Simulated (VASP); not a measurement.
Here is the system:

```
CELL_PARAMETERS angstrom
      0.00000     2.28986     2.28986
      2.28986     0.00000     2.28986
      2.28986     2.28986     0.00000
ATOMIC_POSITIONS crystal
  Zr 0.00000 0.00000 0.00000
  C  0.50000 0.50000 0.50000
```

Calculation: PBE GGA with D3 dispersion (Becke-Johnson damping), VASP's PBE PAW potentials (set 64) (plane waves; VASP 6.6.1). Run with 520 eV cut-off, 13×13×13 Γ-centred mesh, first-order Methfessel-Paxton smearing of 0.10 eV, potentials Zr_sv C.

Problem. Give the stress tensor in GPa (positive for a compressed cell).

Solution. 
```
16.20   0.00   0.00
 0.00  16.20   0.00
 0.00   0.00  16.20
```
The pressure is its mean diagonal, 16.20 GPa.

The compound is ZrC in the rock salt structure. This cell is one point of a volume scan, at 0.94 of the reference volume.
